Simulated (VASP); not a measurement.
Consider the following.

```
CELL_PARAMETERS angstrom
      0.00000     3.06566     3.06566
      3.06566     0.00000     3.06566
      3.06566     3.06566     0.00000
ATOMIC_POSITIONS crystal
  Pb 0.00000 0.00000 0.00000
  Se 0.50000 0.50000 0.50000
```

Method: PBE GGA with D4 dispersion, VASP's PBE PAW potentials (set 64) (plane waves; VASP). Settings: 520 eV cut-off, Gaussian smearing of 0.050 eV, potentials Pb_d Se.

Unless said otherwise, spin-orbit coupling is left out, though it shifts the bands of the heavy elements here.

Question: Estimate the band gap (along the path) with the smallest direct gap where there is one.

Answer: 
```json
{
  "band gap (along the path)": "0.31 eV",
  "smallest direct gap (along the path)": "0.31 eV"
}
```

The compound is PbSe in the rock salt structure. It was relaxed first.
